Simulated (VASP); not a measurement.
Level of theory: PBEsol GGA, VASP's PBE PAW potentials (set 64) (plane waves; VASP).

A VASP calculation is set up with these files.

INCAR:
```
! general
SYSTEM  = La2O3
PREC    = Accurate
ENCUT   = 400
LREAL   = .FALSE.
LASPH   = .TRUE.

! electronic loop
EDIFF   = 1E-6
NELM    = 100
ALGO    = Normal
LMAXMIX = 6

! smearing
ISMEAR  = -1
SIGMA   = 0.05

! functional
GGA     = PS

! ions
ISIF    = 2

! output
LWAVE   = .FALSE.
LCHARG  = .FALSE.
```

### KPOINTS
```
K-points
0
Gamma
 7 7 4
```

**POSCAR**
```
La2O3
12.260
  0.1606851550  -0.2783148450   0.0000000000
  0.1606851550   0.2783148450   0.0000000000
  0.0000000000   0.0000000000   0.5000000000
La O
2 3
Cart
  0.1606851550   0.0927718006   0.1235000000
  0.1606851550  -0.0927718006   0.3765000000
  0.0000000000   0.0000000000   0.0000000000
  0.1606851550   0.0927718006   0.3235000000
  0.1606851550  -0.0927718006   0.1765000000
```

POTCAR, in this order: La O (PBE.64 set). Program: vasp_std.

At this cut-off the stress carries a Pulay error, which pulls relaxed volumes low.

Question: What does the run give for the energy per atom (σ→0), pressure, largest force?

Answer: 
```yaml
energy per atom (σ→0): -8.744 eV/atom
pressure: -7.70 GPa
largest_force: 0.085 eV/Å
```

File OSZICAR:
```
...
DAV:   9    -0.437187904591E+02    0.84956E-02   -0.69465E-02  2456   0.224E+00    0.376E-01
DAV:  10    -0.437199527512E+02   -0.11623E-02   -0.27372E-02  2184   0.119E+00    0.173E-01
DAV:  11    -0.437207880870E+02   -0.83534E-03   -0.80786E-03  2464   0.726E-01    0.140E-01
DAV:  12    -0.437208106793E+02   -0.22592E-04   -0.19283E-03  2400   0.321E-01    0.570E-02
DAV:  13    -0.437208115046E+02   -0.82537E-06   -0.77138E-04  2232   0.195E-01    0.175E-02
DAV:  14    -0.437208182138E+02   -0.67092E-05   -0.73519E-05  2616   0.835E-02    0.699E-03
DAV:  15    -0.437208187693E+02   -0.55543E-06   -0.37325E-06  1904   0.164E-02
   1 F= -.43720819E+02 E0= -.43720819E+02  d E =-.481140E-10
```

The structure is a typed La2O3 crystal. The cell was not relaxed at this level.
